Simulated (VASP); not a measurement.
A convergence study with VASP on AgBr (space group no. 225 when undisturbed): a few settings are varied, all else stays as given below, so the limit is that of these other settings. One atom is moved off its site, so that forces are finite.

```
CELL_PARAMETERS angstrom
      0.00000     2.89365     2.89365
      2.89365     0.00000     2.89365
      2.89365     2.89365     0.00000
ATOMIC_POSITIONS crystal
  Ag 0.00864 0.00864 0.99136
  Br 0.50000 0.50000 0.50000
```

Method: PBE GGA, VASP's PBE PAW potentials (set 64) (plane waves; VASP). The last row used: 300 eV cut-off, 17×17×17 Γ-centred mesh shifted by (0.5, 0.5, 0.5), Fermi-Dirac smearing of 0.010 eV, potentials Ag Br.

Gaps are read on the run's mesh, which can miss a band edge.

| setting | E (eV/atom) | pressure (GPa) | gap on the mesh (eV) | irreducible k-points |
|---|---|---|---|---|
| 2×2×2 mesh | -2.4818 | 1.10 | 3.564 | 3 |
| 3×3×3 mesh | -2.4988 | 1.06 | 1.955 | 10 |
| 4×4×4 mesh | -2.4994 | 1.03 | 1.696 | 20 |
| 5×5×5 mesh | -2.4993 | 1.04 | 1.245 | 39 |
| 6×6×6 mesh | -2.4994 | 1.04 | 1.180 | 63 |
| 7×7×7 mesh | -2.4994 | 1.04 | 0.989 | 100 |
| 8×8×8 mesh | -2.4994 | 1.04 | 0.971 | 144 |
| 9×9×9 mesh | -2.4994 | 1.04 | 0.871 | 205 |
| 10×10×10 mesh | -2.4994 | 1.04 | 0.867 | 275 |
| 12×12×12 mesh | -2.4994 | 1.04 | 0.809 | 468 |
| 13×13×13 mesh | -2.4994 | 1.04 | 0.769 | 595 |
| 14×14×14 mesh | -2.4994 | 1.04 | 0.773 | 735 |
| 16×16×16 mesh | -2.4994 | 1.04 | 0.749 | 1088 |
| 17×17×17 mesh | -2.4994 | 1.04 | 0.729 | 1305 |

Left out are rungs that failed or repeat a setting and relaxations that didn't move; long series are thinned to 24 rows.

The structure is a typed AgBr crystal (space group no. 225). The cell was not relaxed at this level, it is distorted from the ideal structure.
